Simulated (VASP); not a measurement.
A convergence study with VASP on Os (space group no. 194 when undisturbed): a few settings are varied, all else stays as given below, so the limit is that of these other settings. One atom is moved off its site, so that forces are finite.

```
CELL_PARAMETERS angstrom
      1.35817    -2.35243     0.00000
      1.35817     2.35243     0.00000
      0.00000     0.00000     4.29840
ATOMIC_POSITIONS crystal
  Os 0.33333 0.66667 0.26163
  Os 0.66667 0.33333 0.75000
```

All values below come from PBE GGA, VASP's PBE PAW potentials (set 64) (plane waves; VASP). The last row used: 300 eV cut-off, 21×21×12 Γ-centred mesh, tetrahedra with Blöchl corrections, potentials Os.

```json
[
 {"setting": "6×6×3 mesh", "E (eV/atom)": "-11.1280", "pressure (GPa)": "17.35", "largest force (eV/Å)": "0.940", "irreducible k-points": "17"},
 {"setting": "7×7×4 mesh", "E (eV/atom)": "-11.1801", "pressure (GPa)": "16.38", "largest force (eV/Å)": "0.878", "irreducible k-points": "28"},
 {"setting": "9×9×5 mesh", "E (eV/atom)": "-11.2085", "pressure (GPa)": "15.80", "largest force (eV/Å)": "0.970", "irreducible k-points": "50"},
 {"setting": "11×11×6 mesh", "E (eV/atom)": "-11.2015", "pressure (GPa)": "15.95", "largest force (eV/Å)": "0.982", "irreducible k-points": "84"},
 {"setting": "14×14×8 mesh", "E (eV/atom)": "-11.2026", "pressure (GPa)": "15.95", "largest force (eV/Å)": "0.967", "irreducible k-points": "168"},
 {"setting": "17×17×9 mesh", "E (eV/atom)": "-11.2034", "pressure (GPa)": "15.94", "largest force (eV/Å)": "0.959", "irreducible k-points": "261"},
 {"setting": "21×21×12 mesh", "E (eV/atom)": "-11.2035", "pressure (GPa)": "15.94", "largest force (eV/Å)": "0.958", "irreducible k-points": "521"}
]
```

Left out are rungs that failed or repeat a setting and relaxations that didn't move; long series are thinned to 24 rows.

The structure is a typed Os crystal (space group no. 194). The cell was not relaxed at this level, it is distorted from the ideal structure.
